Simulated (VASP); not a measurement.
# Si12O24F (a cell with a defect) in VASP: notebook

The runs below take Si12O24F (a cell with a defect) through single point, with PBE.

Everything below comes from runs of VASP 6.6.1. Logs are shortened: lines on timing, memory, paths and dates and some standing lists are left out, and cuts for length are marked.

## 1. Starting point

The cell holds a defect, 37 atoms: a = 7.454 Å, b = 7.454 Å, c = 10.042 Å, α = 70.32°, β = 70.32°, γ = 71.37°.

The cell was built by a generator and needn't be a form met in nature.

## 2. Single point, PBE

INCAR

```
PREC = Accurate ; ENCUT = 520
EDIFF = 1E-7 ; ISMEAR = -1
SIGMA = 0.01 ; LREAL = Auto
LASPH = True ; NELM = 100
ALGO = Fast ; ISIF = 2
LWAVE = False ; LCHARG = False
GGA = PE ; NELECT = 198.0
NBANDS = 124
```

KPOINTS

```
Automatic mesh
0
Gamma
  1 1 1
  0.25 0.25 0.25
```

POSCAR

```
Si12O24F
1.0
   -2.5104095100      4.3481568300      5.5092742100
    5.0208190300      0.0000000000      5.5092742100
    5.0208190300      8.6963136500      0.0000000000
Si O F
12 24 1
Direct
    0.4071560886      0.9073668106      0.0499870581
    0.8929024640      0.4468914697      0.2776204143
   -0.0037213939      0.0128527044      0.2636069271
    0.4976823181      0.4903325569      0.0181028836
    0.0729290008      0.5896127267      0.4528594003
    0.6016452282      0.0593978287      0.2071029370
    0.4220345295      0.9136866600      0.5505983176
    0.9047379631      0.4369864411      0.7863494324
    0.0091819318      0.0051236108      0.7638286083
    0.4936405634      0.5088683322      0.4972491467
    0.0946908321      0.5816503572      0.9490707210
    0.5988468053      0.0849425886      0.7269198626
    0.0414996116      0.5026291227      0.3364741285
    0.5661533347      0.9502327988      0.1062025046
    0.0378109032      0.8274195980      0.4011833948
    0.5545788532      0.2947521710      0.1433433553
    0.1922463758      0.0208282357      0.1286489127
    0.6680498827      0.5491619909      0.3493440428
    0.3006197174      0.5066076544      0.4582537988
    0.8312887010      0.9806497636      0.2073101216
    0.4274888023      0.6730007588      0.0933583621
    0.9257017392      0.2100895981      0.3196977242
    0.4677435304      0.0093253284      0.3750056463
    0.9297776808      0.5308905958      0.1015830337
    0.0650001693      0.5003084835      0.8285227988
    0.5694195252      0.9574038005      0.6194925147
    0.0711577618      0.8179382186      0.8950239849
    0.5652357541      0.2883027224      0.5925458847
    0.1966790312      0.0129398325      0.6205704596
    0.6852872129      0.5225781893      0.8781833430
    0.3118664050      0.4806090945      0.9734330626
    0.8312492632      0.9766072982      0.7199125937
    0.4467430192      0.6766808016      0.5831868862
    0.9596156432      0.1993459924      0.8209207195
    0.4366024791     -0.0198863212      0.8718127756
    0.9222600430      0.5286561577      0.6114809261
    0.5779384930      0.2363821244      0.8275615903
```

Potentials or basis: VASP PAW PBE potentials, release 64 (Si, O, F).

The run is started by

```console
$ cat potpaw_PBE.64/Si/POTCAR potpaw_PBE.64/O/POTCAR potpaw_PBE.64/F/POTCAR > POTCAR
$ mpirun -np 1 vasp_std > vasp.out
```

OUTCAR:

```text
PREC = Accurate
   ENCUT = 520
   EDIFF = 1E-7
   ISMEAR = -1
   LREAL = Auto
   LASPH = True
   NELM = 100
   ISIF = 2
   GGA = PE
   NELECT = 198.0

 ion  position               nearest neighbor table
   1  0.407  0.907  0.050-  21 1.62  17 1.62  14 1.62  35 1.64   4 3.07  12 3.08   6 3.11   3 3.13

   2  0.893  0.447  0.278-  24 1.62  22 1.63  13 1.63  18 1.63  10 3.05  11 3.09   3 3.12   5 3.13

   3  0.996  0.013  0.264-  22 1.62  20 1.62  17 1.63  15 1.63   5 3.07   6 3.07   2 3.12   1 3.13

   4  0.498  0.490  0.018-  16 1.62  31 1.62  30 1.63  21 1.63   1 3.07  11 3.12   6 3.13   8 3.14

   5  0.073  0.590  0.453-  13 1.62  19 1.62  36 1.62  15 1.63   3 3.07   8 3.10   2 3.13
   6  0.602  0.059  0.207-  16 1.62  14 1.62  20 1.62  23 1.63   3 3.07   1 3.11   4 3.13
   7  0.422  0.914  0.551-  29 1.62  23 1.62  26 1.64  33 1.64  10 3.09   9 3.12
   8  0.905  0.437  0.786-  34 1.63  30 1.63  36 1.63  25 1.63  11 3.09   5 3.10   9 3.13   4 3.14

   9  0.009  0.005  0.764-  34 1.62  32 1.62  27 1.63  29 1.63  12 3.05  11 3.06   7 3.12   8 3.13

  10  0.494  0.509  0.497-  19 1.62  28 1.62  18 1.62  33 1.64   2 3.05   7 3.09
  11  0.095  0.582  0.949-  31 1.62  24 1.62  25 1.63  27 1.63   9 3.06   2 3.09   8 3.09   4 3.12

  12  0.599  0.085  0.727-  32 1.65  28 1.67  35 1.69  37 1.69  26 1.76   9 3.05   1 3.08
  13  0.041  0.503  0.336-   5 1.62   2 1.63
  14  0.566  0.950  0.106-   6 1.62   1 1.62
  15  0.038  0.827  0.401-   3 1.63   5 1.63
  16  0.555  0.295  0.143-   6 1.62   4 1.62
  17  0.192  0.021  0.129-   1 1.62   3 1.63
  18  0.668  0.549  0.349-  10 1.62   2 1.63
[... 16 lines left out ...]
  35  0.437  0.980  0.872-   1 1.64  12 1.69
  36  0.922  0.529  0.611-   5 1.62   8 1.63
  37  0.578  0.236  0.828-  12 1.69

  LATTYP: Found a base centered monoclinic cell.
 ALAT       =    12.1085520629
 B/A-ratio  =     0.7181959996
 C/A-ratio  =     0.8293013073
 COS(beta)  =    -0.4146506542

  Lattice vectors:

 A1 = (   2.5104095100,  -4.3481568300,  -5.5092742100)
 A2 = (  -5.0208190300,   0.0000000000,  -5.5092742100)
 A3 = (   5.0208190300,   8.6963136500,   0.0000000000)

Analysis of symmetry for initial positions (statically):
=====================================================================
 Subroutine PRICEL returns:
 Original cell was already a primitive cell.

 Routine SETGRP: Setting up the symmetry group for a
 base centered monoclinic supercell.

 Subroutine GETGRP returns: Found  1 space group operations
 (whereof  1 operations were pure point group operations)
 out of a pool of  4 trial point group operations.

The static configuration has the point symmetry C_1 .

Analysis of symmetry for dynamics (positions and initial velocities):
=====================================================================
 Subroutine PRICEL returns:
 Original cell was already a primitive cell.

 Routine SETGRP: Setting up the symmetry group for a
 base centered monoclinic supercell.

 Subroutine GETGRP returns: Found  1 space group operations
 (whereof  1 operations were pure point group operations)
 out of a pool of  4 trial point group operations.

The dynamic configuration has the point symmetry C_1 .

 Subroutine INISYM returns: Found  1 space group operations
 (whereof  1 operations are pure point group operations),
 and found     1 'primitive' translations

----------------------------------------------------------------------------------------

                                     Primitive cell

  volume of cell :     481.0987

  direct lattice vectors                    reciprocal lattice vectors
    -2.510409510  4.348156830  5.509274210    -0.099585346  0.057495626  0.090756056
     5.020819030  0.000000000  5.509274210     0.099585346 -0.057495626  0.090756056
     5.020819030  8.696313650  0.000000000     0.049792673  0.086243439 -0.045378028

  length of vectors
     7.453906764  7.453906764 10.041638055     0.146491126  0.146491126  0.109436770

  position of ions in fractional coordinates (direct lattice)
     0.407156089  0.907366811  0.049987058
     0.892902464  0.446891470  0.277620414
     0.996278606  0.012852704  0.263606927
     0.497682318  0.490332557  0.018102884
     0.072929001  0.589612727  0.452859400
     0.601645228  0.059397829  0.207102937
[... 29 lines left out ...]
     0.922260043  0.528656158  0.611480926
     0.577938493  0.236382124  0.827561590

  ion indices of the primitive-cell ions
   primitive index   ion index
                 1           1
                 2           2
                 3           3
                 4           4
                 5           5
                 6           6
[... 29 lines left out ...]
                36          36
                37          37

----------------------------------------------------------------------------------------

 KPOINTS: Automatic mesh

Automatic generation of k-mesh.
 Grid dimensions read from file:
 generate k-points for:    1    1    1

 Generating k-lattice:

  Cartesian coordinates                     Fractional coordinates (reciprocal lattice)
    -0.099585346  0.057495626  0.090756056     1.000000000  0.000000000  0.000000000
     0.099585346 -0.057495626  0.090756056    -0.000000000  1.000000000  0.000000000
     0.049792673  0.086243439 -0.045378028     0.000000000  0.000000000  1.000000000

  Length of vectors
     0.146491126  0.146491126  0.109436770

  Shift w.r.t. Gamma in fractional coordinates (k-lattice)
     0.250000000  0.250000000  0.250000000

 Subroutine IBZKPT returns following result:
 ===========================================

 Found      1 irreducible k-points:

 Following reciprocal coordinates:
            Coordinates               Weight
  0.250000  0.250000  0.250000      2.000000
   k-points           NKPTS =      1   k-points in BZ     NKDIM =      1   number of bands    NBANDS=    124
   number of dos      NEDOS =    301   number of ions     NIONS =     37
   total plane-waves  NPLWV = 250880
   dimension x,y,z NGX =    56 NGY =   56 NGZ =   80
   dimension x,y,z NGXF=   112 NGYF=  112 NGZF=  160
   ions per type =              12  24   1
   NGX,Y,Z   is equivalent  to a cutoff of  12.49, 12.49, 13.24 a.u.
   NGXF,Y,Z  is equivalent  to a cutoff of  24.98, 24.98, 26.49 a.u.
 SYSTEM =  unknown system
   PREC   = accura    normal or accurate (medium, high low for compatibility)
   ISTART =      0    job   : 0-new  1-cont  2-samecut
   ICHARG =      2    charge: 1-file 2-atom 10-const
   ISPIN  =      1    spin polarized calculation?
   LNONCOLLINEAR =      F non collinear calculations
   LSORBIT =      F    spin-orbit coupling
   LASPH  =      T    aspherical Exc in radial PAW
   ENCUT  =  520.0 eV  38.22 Ry    6.18 a.u.  13.86 13.86 18.67*2*pi/ulx,y,z
   NELM   =    100;   NELMIN=  2; NELMDL= -5     # of ELM steps
   EDIFF  = 0.1E-06   stopping-criterion for ELM
   LREAL  =      T    real-space projection
   EDIFFG = 0.1E-05   stopping-criterion for IOM
   NSW    =      0    number of steps for IOM
   IBRION =     -1    ionic relax: 0-MD 1-quasi-New 2-CG
   NFREE  =      0    steps in history (QN), initial steepest desc. (CG)
   ISIF   =      2    stress and relaxation
   ISYM   =      2    0-nonsym 1-usesym 2-fastsym
   POTIM  = 0.5000    time-step for ionic-motion
   TEBEG  =    0.0;   TEEND  =   0.0 temperature during run
   PSTRESS=    0.0 pullay stress
   NELECT =     198.0000    total number of electrons
   NUPDOWN=      -1.0000    fix difference up-down
   EMIN   =  10.00;   EMAX   =-10.00  energy-range for DOS
   EFERMI =   0.00;   METHOD = LEGACY
   ISMEAR =    -1;   SIGMA  =   0.01  broadening in eV -4-tet -1-fermi 0-gaus
   EFERMI_NEDOS =   21; number of points for ismear=-14 and -15
   IALGO  =     68    algorithm
   IMIX   =      4    mixing-type and parameters
     AMIX     =   0.40;   BMIX     =  1.00
     AMIX_MAG =   1.60;   BMIX_MAG =  1.00
  volume/ion in A,a.u.               =      13.00        87.75
  Fermi-wavevector in a.u.,A,eV,Ry     =   1.217732  2.301180 20.175700  1.482872
  Thomas-Fermi vector in A             =   2.353043
   LORBIT       =      0    0 simple, 1 ext, 2 COOP (PROOUT), +10 PAW based schemes
   GGA     = PE    functional components
   LHFCALC =     F    Hartree Fock is set to
   AEXX    =    0.0000 exact exchange contribution
   IVDW    =     0    specifies the selected vdW correction
   LEPSILON=     F    determine dielectric tensor
   LRPA    =     F    only Hartree local field effects (RPA)
 non-spin polarized calculation
 RMM-DIIS sequential band-by-band and
  energy-cutoff  :      520.00
  volume of cell :      481.10
 maximum number of plane-waves:     12934
 NGX is ok and might be reduce to    56
   NGX = 27   NGY = 27   NGZ = 37

 number of electron     198.0000005 magnetization

 Free energy of the ion-electron system (eV)
  ---------------------------------------------------
  ext. energy  EPLUGINS =         0.00000000
  ---------------------------------------------------
  free energy    TOTEN  =      -286.33446426 eV

  energy without entropy =     -286.32841959  energy(sigma->0) =     -286.33144193

 E-fermi :   0.6714     XC(G=0):  -8.9901

 val. band max:        0.6381630690   @ k =   0.2500   0.2500   0.2500
 cond. band min:       0.7046055991   @ k =   0.2500   0.2500   0.2500
 fundamental gap:      0.0664425301
 Fermi energy:         0.6713843371

 k-point     1 :       0.2500    0.2500    0.2500
  band No.  band energies     occupation
      1     -20.8212      2.00000
      2     -18.5216      2.00000
      3     -18.1848      2.00000
      4     -18.0764      2.00000
      5     -18.0277      2.00000
      6     -17.8821      2.00000
[... 103 lines left out ...]
    110       9.9230      0.00000
    111       9.9815      0.00000
 [bands above 111 left out]

------------------------ aborting loop because EDIFF is reached ----------------------------------------

  FORCE on cell =-STRESS in cart. coord.  units (eV):
  Direction    XX          YY          ZZ          XY          YZ          ZX
  --------------------------------------------------------------------------------------
  -------------------------------------------------------------------------------------
  Total       -5.6152701     -3.2857305     -3.6352668     -3.3340693     -1.9632170     -1.4854990
  in kB      -18.7002360    -10.9422937    -12.1063361    -11.1032741     -6.5379973     -4.9470783
  external PRESSURE =     -13.9162886 kB  Pullay stress =       0.0000000 kB

 VOLUME and BASIS-vectors are now :
 -----------------------------------------------------------------------------
  energy-cutoff  :      520.00
  volume of cell :      481.10
      direct lattice vectors                 reciprocal lattice vectors
    -2.510409510  4.348156830  5.509274210    -0.099585346  0.057495626  0.090756056
     5.020819030  0.000000000  5.509274210     0.099585346 -0.057495626  0.090756056
     5.020819030  8.696313650  0.000000000     0.049792673  0.086243439 -0.045378028

 POSITION                                       TOTAL-FORCE (eV/Angst)
 -----------------------------------------------------------------------------------
      3.78457      2.20508      7.24207         0.018716     -0.009304      0.006935
      1.39609      6.29675      7.38129         0.005781     -0.010829     -0.001281
     -1.11301      6.62438      5.55958         0.002181      0.009638      0.007638
      1.30338      2.32143      5.44324        -0.001748      0.020883     -0.010205
      5.05098      4.25531      3.65012        -0.007704      0.004967      0.002471
     -0.17232      4.41708      3.64187        -0.010196      0.008843     -0.010736
[... 29 lines left out ...]
      3.40917      9.32776      7.99350        -0.007172      0.019857     -0.005118
      3.89101      9.70970      4.48632         0.107608      0.064539      0.064725
 -----------------------------------------------------------------------------------
    total drift:                               -0.014144     -0.010101     -0.013190

  FREE ENERGIE OF THE ION-ELECTRON SYSTEM (eV)
  ---------------------------------------------------
  free  energy   TOTEN  =      -286.3344642604 eV

  energy  without entropy=     -286.3284195907  energy(sigma->0) =     -286.33144193
```

Wall time 2.9 min (1 thread of Intel Xeon Platinum 8488C (Sapphire Rapids), shared host); peak memory 0.54 GiB.

Results:

* Free energy: -286.3345 eV
* Largest force: 0.180 eV/Å
* Band gap on the k mesh: 0.07 eV, direct

Forces in eV/Å, atoms in the order of the input:
```
Si   0.019 -0.009  0.007
Si   0.006 -0.011 -0.001
Si   0.002  0.010  0.008
Si  -0.002  0.021 -0.010
Si  -0.008  0.005  0.002
Si  -0.010  0.009 -0.011
Si  -0.001 -0.024  0.007
Si   0.010 -0.012  0.003
Si  -0.009  0.029  0.027
Si  -0.004 -0.007 -0.015
Si  -0.008 -0.003 -0.002
Si  -0.120 -0.112 -0.075
O    0.011 -0.006 -0.004
O    0.018 -0.012  0.000
O   -0.012 -0.009  0.000
O   -0.009 -0.014  0.002
O    0.003  0.014 -0.012
O   -0.003  0.014 -0.004
O    0.015  0.008  0.004
O    0.007  0.000  0.003
O   -0.011 -0.009 -0.010
O   -0.004 -0.012  0.008
O   -0.017  0.006  0.002
O   -0.015  0.004  0.013
O    0.009 -0.003 -0.008
O    0.010  0.012  0.001
O   -0.009 -0.013 -0.008
O    0.002  0.025 -0.011
O    0.011  0.014 -0.015
O   -0.004  0.008  0.001
O    0.013  0.005  0.007
O    0.008  0.007  0.000
O   -0.001 -0.004  0.010
O    0.002 -0.017  0.001
O   -0.003  0.004  0.020
O   -0.007  0.020 -0.005
F    0.108  0.065  0.065
```

Levels at points of the mesh, in eV from the valence-band top:
| k point | band 96 | band 97 | band 98 | band 99 | band 100 | band 101 | band 102 | band 103 |
| --- | --- | --- | --- | --- | --- | --- | --- | --- |
| (0.25, 0.25, 0.25) | -0.23 | -0.21 | -0.14 | 0.00 | 0.07 | 6.37 | 8.09 | 8.29 |

Caveat: the cell carries a net charge on a neutralising background, which shifts energy and pressure; the cell is charged against a uniform background, so pressure and absolute levels hang on convention. A hybrid or GW would open this gap; PBE tends to underestimate it.

## 3. Single point, PBE

INCAR

```
PREC = Accurate
ENCUT = 520
EDIFF = 1E-6
ISMEAR = -1
SIGMA = 0.01
LREAL = Auto
LASPH = True
NELM = 100
ALGO = Fast
ISIF = 2
LWAVE = False
LCHARG = False
GGA = PE
NBANDS = 124
NELECT = 198.0
```

KPOINTS is that of step 2.

POSCAR

```
Si12O24F
1.0
   -2.5104095100      4.3481568300      5.5092742100
    5.0208190300      0.0000000000      5.5092742100
    5.0208190300      8.6963136500      0.0000000000
Si O F
12 24 1
Direct
    0.4049040000      0.9284293300      0.0357853300
    0.9049040000      0.4284293300      0.2857853300
    0.0000000000      0.0000000000      0.2617626700
    0.5000000000      0.5000000000      0.0117626700
    0.0950960000      0.5715706700      0.4524520000
    0.5950960000      0.0715706700      0.2024520000
    0.4049040000      0.9284293300      0.5357853300
    0.9049040000      0.4284293300      0.7857853300
    0.0000000000      0.0000000000      0.7617626700
    0.5000000000      0.5000000000      0.5117626700
    0.0950960000      0.5715706700      0.9524520000
    0.5950960000      0.0715706700      0.7024520000
    0.0622038000      0.4766467000      0.3409667000
    0.5622038000      0.9766467000      0.0909667000
    0.0640233200      0.8081605100      0.3886982900
    0.5640233200      0.3081605100      0.1386982900
    0.1820486300      0.0234685400      0.1161971300
    0.6820486300      0.5234685400      0.3661971300
    0.3179513700      0.4765314600      0.4689557200
    0.8179513700      0.9765314600      0.2189557200
    0.4359766800      0.6918394900      0.0747902100
    0.9359766800      0.1918394900      0.3247902100
    0.4377962000      0.0233533000      0.3603919500
    0.9377962000      0.5233533000      0.1103919500
    0.0622038000      0.4766467000      0.8409667000
    0.5622038000      0.9766467000      0.5909667000
    0.0640233200      0.8081605100      0.8886982900
    0.5640233200      0.3081605100      0.6386982900
    0.1820486300      0.0234685400      0.6161971300
    0.6820486300      0.5234685400      0.8661971300
    0.3179513700      0.4765314600      0.9689557200
    0.8179513700      0.9765314600      0.7189557200
    0.4359766800      0.6918394900      0.5747902100
    0.9359766800      0.1918394900      0.8247902100
    0.4377962000      0.0233533000      0.8603919500
    0.9377962000      0.5233533000      0.6103919500
    0.5904240000      0.2429100000      0.8785450000
```

Potentials or basis: VASP PAW PBE potentials, release 64 (Si, O, F).

The run is started by

```console
$ cat potpaw_PBE.64/Si/POTCAR potpaw_PBE.64/O/POTCAR potpaw_PBE.64/F/POTCAR > POTCAR
$ mpirun -np 1 vasp_std > vasp.out
```

Wall time 3.6 min (1 thread of Intel Xeon Platinum 8488C (Sapphire Rapids), shared host); peak memory 0.54 GiB.

Results (log left out):

```
Free energy            : -285.4826 eV
Largest force          : 1.013 eV/Å
Band gap on the k mesh : 0.02 eV, direct
```

Forces on the atoms (eV/Å):
```
Si   0.383 -0.078 -0.102
Si  -0.073  0.085  0.019
Si   0.142 -0.019 -0.103
Si  -0.741  0.297 -0.625
Si  -0.003 -0.121 -0.044
Si   0.235  0.184  0.504
Si  -0.037 -0.155 -0.108
Si  -0.110 -0.177  0.244
Si  -0.120 -0.214 -0.366
Si  -0.001 -0.187  0.102
Si   0.203 -0.111 -0.128
Si   0.045  0.631  0.620
O    0.020 -0.019  0.013
O   -0.203  0.291 -0.457
O   -0.036  0.021  0.033
O    0.220  0.200  0.017
O   -0.209  0.069  0.125
O    0.096  0.023 -0.059
O   -0.001  0.058  0.052
O    0.004 -0.036 -0.055
O   -0.026 -0.081  0.045
O    0.000 -0.017 -0.006
O   -0.030  0.014 -0.068
O   -0.065 -0.043  0.070
O    0.024 -0.026 -0.046
O    0.098  0.044  0.021
O   -0.048  0.025  0.030
O   -0.261 -0.860  0.046
O    0.053  0.074  0.064
O    0.438 -0.007  0.798
O    0.869 -0.188 -0.047
O   -0.320 -0.026 -0.041
O    0.028  0.013  0.022
O   -0.258  0.291  0.399
O   -0.150 -0.324 -0.827
O    0.016  0.139 -0.096
F   -0.181  0.226 -0.046
```

Levels at points of the mesh, in eV from the valence-band top:
```csv
k point,band 96,band 97,band 98,band 99,band 100,band 101,band 102,band 103
"(0.25, 0.25, 0.25)",-0.26,-0.15,-0.08,0.00,0.02,6.28,8.00,8.24
```

Caveat: the cell carries a net charge on a neutralising background, which shifts energy and pressure; the cell is charged against a uniform background, so pressure and absolute levels hang on convention. Expect the measured gap to be larger: semilocal functionals such as PBE lack the derivative discontinuity.
